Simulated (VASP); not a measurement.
Given:

```
CELL_PARAMETERS angstrom
      6.05780     0.00000     0.00000
      0.00000     6.05780     0.00000
      0.00000     0.00000     6.05780
ATOMIC_POSITIONS crystal
  As 0.61667 0.88333 0.11667
  As 0.11667 0.61667 0.88333
  As 0.61667 0.61667 0.61667
  As 0.38333 0.38333 0.38333
  As 0.88333 0.11667 0.61667
  As 0.88333 0.38333 0.11667
  As 0.11667 0.88333 0.38333
  As 0.38333 0.11667 0.88333
  Pt 0.00000 0.50000 0.50000
  Pt 0.50000 0.00000 0.50000
  Pt 0.00000 0.00000 0.00000
  Pt 0.50000 0.50000 0.00000
```

Level of theory: PBE GGA, VASP's PBE PAW potentials (set 64) (plane waves; VASP 6.6.1). Settings: 400 eV cut-off, Gaussian smearing of 0.050 eV, potentials As Pt.

Unless said otherwise, spin-orbit coupling is left out, though it shifts the bands of the heavy elements here.

Predict the band gap (along the path) with the smallest direct gap where there is one.

```json
{
 "band gap (along the path)": "0.07 eV",
 "smallest direct gap (along the path)": "0.78 eV"
}
```

Total energies compare only between runs with the same potentials, cut-off and functional.

The compound is PtAs2 in the pyrite structure. It was relaxed first.
